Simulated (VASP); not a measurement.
A run of VASP 6.6.1:

The input INCAR:

```
  PREC = Accurate
  ENCUT = 600
  EDIFF = 1E-7
  ISMEAR = 1
  SIGMA = 0.1
  LREAL = F
  LASPH = T
  NELM = 80
  ALGO = Normal
  ISIF = 3
  LWAVE = F
  LCHARG = F
  GGA = PS
  IBRION = 2
  NSW = 90
  EDIFFG = -0.005
  KPAR = 4
```

Contents of KPOINTS:

```
regular mesh
0
Gamma
  8 8 8
```

The input POSCAR:

```
InBi                                    
1.0
    4.8975507950      0.0000000000      0.0000000000
    0.0000000000      4.8975507950      0.0000000000
    0.0000000000     -0.0000000000      4.8706710460
  In              Bi            
     2     2
Direct
     0.0000000000000000    0.0000000000000000    0.0000000000000000
     0.5000000000000000    0.5000000000000000    0.0000000000000000
     0.0000000000000000    0.5000000000000000    0.3999324907678716
     0.5000000000000000    0.0000000000000000    0.6000675092321281
```

Potentials or basis: VASP PAW PBE potentials, release 64 (In_d, Bi_d).

Launch:

```sh
$ cat potpaw_PBE.64/In_d/POTCAR potpaw_PBE.64/Bi_d/POTCAR > POTCAR
$ mpirun -np 4 vasp_std > vasp.out
```

Hardware: 4 MPI ranks on Intel(R) Xeon(R) Platinum 8259CL CPU @ 2.50GHz (Skylake/Cascade Lake), with other jobs on the host.

Question: Estimate the wall time of this run.

Answer: Run time: 2.8 min on 4 MPI ranks on Intel(R) Xeon(R) Platinum 8259CL CPU @ 2.50GHz (Skylake/Cascade Lake) (shared host), peak memory 0.46 GiB a rank. Counts: scf iterations 33, k points 75, ion steps 4.
